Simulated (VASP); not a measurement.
Crystal: TiMoSe4.

```
Ti Mo Se
1.0
     3.38667    0.00000    0.00000
    -1.69334    2.93294    0.00000
     0.00000    0.00000   13.42206
Ti Mo Se
1 1 4
Direct
  0.00000 0.00000 0.50000
  0.66667 0.33333 0.00000
  0.66667 0.33333 0.62764
  0.00000 0.00000 0.87715
  0.00000 0.00000 0.12285
  0.66667 0.33333 0.37236
```

The cell was built by a generator and needn't be a form met in nature.

```yaml
Program: VASP 6.6.1
Task: relaxation of cell and atoms
Functional: PBE
Potentials_or_basis: VASP PAW PBE potentials, release 64 (Ti_sv, Mo_sv, Se)
Cutoff: 520 eV
k_mesh: 5 × 5 × 1
Occupations: gaussian, width 0.15 eV
Spin: no spin polarisation
```

At the start: pressure -0.8 GPa; volume 22.22 Å³/atom.

Problem. Where does the relaxation end?

Solution. Over 15 steps the energy falls by 17.5 meV/atom and the volume is 24.16 Å³/atom (+8.8 %); space group P-6m2 (No. 187, to 0.05 Å).

Step by step:
```csv
step,energy change (eV),largest force (eV/Å),pressure (GPa),volume (Å³)
1,0.0000,0.8369,-0.75,133.32
2,-0.0374,0.3943,2.15,131.30
3,-0.0409,0.2847,1.51,131.74
4,-0.0625,0.1136,-0.01,134.59
5,-0.0631,0.0646,0.14,134.21
6,-0.0672,0.1414,0.01,134.68
7,-0.0694,0.3051,-0.52,135.71
8,-0.0698,0.2575,-0.33,135.43
9,-0.0718,0.2457,-0.24,135.46
10,-0.0763,0.1770,0.14,135.56
11,-0.0793,0.0461,0.97,135.76
12,-0.0816,0.0452,0.95,136.18
13,-0.0873,0.0360,0.80,137.43
14,-0.0960,0.0365,0.60,139.94
15,-0.1049,0.0585,0.34,144.99
```

Final structure:
```yaml
crystal:
  lattice:
    - [3.40212, 0.00000, 0.00000]
    - [-1.70106, 2.94632, 0.00000]
    - [0.00000, 0.00000, 14.46425]
  atoms:
    - { symbol: Ti, position: [0.00000, 0.00000, 0.50000] }
    - { symbol: Mo, position: [0.66667, 0.33333, 0.00000] }
    - { symbol: Se, position: [0.66667, 0.33333, 0.61357] }
    - { symbol: Se, position: [0.00000, 0.00000, 0.88672] }
    - { symbol: Se, position: [0.00000, 0.00000, 0.11328] }
    - { symbol: Se, position: [0.66667, 0.33333, 0.38643] }
```

Caveat: the k mesh is coarse (spacing up to 0.47 Å⁻¹), so the values aren't converged; this functional lacks dispersion, which binds the layers, so the pressure and a relaxed spacing across them are unreliable.
